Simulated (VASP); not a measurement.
A run of VASP 6.6.1 is set up as follows.

Contents of INCAR:

```
SYSTEM = YAl2Ge2
ALGO = Normal
EDIFF = 1E-6
ENCUT = 520
GGA = PE
ISIF = 2
ISMEAR = 0
LASPH = .True.
LCHARG = .False.
LREAL = .False.
LWAVE = .False.
NBANDS = 30
NELM = 100
PREC = Accurate
SIGMA = 0.1
```

File KPOINTS:

```
k-points
0
Gamma
  3 4 3
  0 0 0
```

POSCAR

```
YAl2Ge2
1.0
    4.7343430000     -0.0661840000      1.1005170000
   -0.4740930000      4.2931090000     -0.5031100000
    0.0016910000      1.3249990000      5.2583100000
Y Ge Al
1 2 2
Direct
    0.8026656052      0.6688244310      0.6089245624
    0.4143031608      0.8189540892      0.3010832987
    0.2726656636      0.2518724259      0.5695908644
    0.8545361330      0.1619354721      0.0114218853
    0.2604351911      0.7468108901      0.9144241537
```

Potentials or basis: VASP PAW PBE potentials, release 64 (Y_sv, Ge_d, Al).

The run is started by

```bash
$ cat potpaw_PBE.64/Y_sv/POTCAR potpaw_PBE.64/Ge_d/POTCAR potpaw_PBE.64/Al/POTCAR > POTCAR
$ mpirun -np 1 vasp_std > vasp.out
```

Question: What does it give for the largest force?

Answer: 1.084 eV/Å.

Question: What does it give for the pressure?

Answer: 3.2 GPa.

Question: What does it give for the band gap on the k mesh?

Answer: None (metal or under the smearing width).

Forces on the atoms (eV/Å):
```
Y    0.833  0.220 -0.658
Ge  -0.176  0.096 -0.135
Ge  -0.179 -0.120  0.328
Al   0.471 -0.091  0.272
Al  -0.950 -0.105  0.193
```

Caveat: the k mesh is coarse (spacing up to 0.45 Å⁻¹), so the values aren't converged.
